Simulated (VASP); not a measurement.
Consider the following.

```
CaO
1.0
    0.00000     2.35978     2.35978
    2.35978     0.00000     2.35978
    2.35978     2.35978     0.00000
Ca O
1 1
Direct
  0.00000   0.00000   0.00000
  0.50000   0.50000   0.50000
```

The numbers are results of LDA (Ceperley-Alder, Perdew-Zunger), VASP's LDA PAW potentials (set 64) (plane waves; VASP 6.6.1), not measurements. Run with 520 eV cut-off, 10×10×10 Γ-centred mesh, Gaussian smearing of 0.010 eV, potentials Ca_sv O.

Problem. Give the electronic dielectric tensor ε∞ (DFPT, local fields included).

Solution. 
```
3.88  0.00  0.00
0.00  3.88  0.00
0.00  0.00  3.88
```

Problem. Give the Born effective charges.

Solution. 
```tsv
atom	Z*xx	Z*yy	Z*zz	mean
Ca1	2.37	2.37	2.37	2.37
O2	-2.37	-2.37	-2.37	-2.37
```

Problem. And the static tensor with the ions free?

Solution. 
```
14.6  0.00  0.00
0.00  14.6  0.00
0.00  0.00  14.6
```

Problem. Which frequencies do the optical Γ-point modes have (no LO-TO splitting)?

Solution. 293 (×3) cm⁻¹.

The compound is CaO in the rock salt structure. It was relaxed first, which changed the volume by -6 %.
